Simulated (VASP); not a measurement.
These are PBEsol GGA, VASP's PBE PAW potentials (set 64) (plane waves; VASP) values and carry that method's errors.

VASP ran on this input.

**POSCAR**
```
TeSe2
5.4062070
  0.6655642767  -0.3754250108   0.0003229808
  0.6655642767   0.3754250108   0.0003229808
 -0.0225230870   0.0000000000   1.0000000135
Te Se
1 2
Direct
  0.7194680727   0.2805319273   0.5000000000
  0.0146638206   0.7341318934   0.8374393522
  0.2658681066   0.9853361794   0.1625606478
```

### KPOINTS
```
K-points
0
G
7 7 5
0 0 0
```

INCAR:
```
SYSTEM = TeSe2
PREC = Accurate
ENCUT = 400
EDIFF = 1E-7
NELM = 100
ALGO = Normal
LREAL = .FALSE.
LASPH = .TRUE.
ISMEAR = -5
GGA = PS
LMAXMIX = 4
LWAVE = .FALSE.
LCHARG = .TRUE.
LORBIT = 11
NEDOS = 601
ISIF = 2
```

POTCAR, in this order: Te Se (PBE.64 set). Program: vasp_std.

Without a dispersion term in the relaxation, distances and binding between the weakly bound layers, chains or molecules are unreliable, and so is what depends on them.

### Question
Estimate the energy per atom (σ→0).

### Answer

```json
{
  "energy per atom (σ→0)": "-3.765 eV/atom"
}
```

**OSZICAR**
```
...
DAV:   7    -0.112966598813E+02    0.10722E-01   -0.77333E-02  2007   0.184E+00    0.176E+00
DAV:   8    -0.112968969398E+02   -0.23706E-03   -0.50179E-03  2192   0.510E-01    0.394E-01
DAV:   9    -0.112963999059E+02    0.49703E-03   -0.13777E-03  2102   0.257E-01    0.136E-01
DAV:  10    -0.112964208036E+02   -0.20898E-04   -0.29636E-04  2062   0.109E-01    0.331E-02
DAV:  11    -0.112964123222E+02    0.84814E-05   -0.63706E-05  1952   0.564E-02    0.159E-02
DAV:  12    -0.112964116451E+02    0.67708E-06   -0.75846E-06  2007   0.195E-02    0.599E-03
DAV:  13    -0.112964116456E+02   -0.51148E-09   -0.42743E-07  2304   0.454E-03
   1 F= -.11296412E+02 E0= -.11296412E+02  d E =0.000000E+00
```

The structure comes from a computed database's TeSe2 entry (C2); how it stands against other phases isn't given here. It was relaxed first, which changed the volume by -15 %.
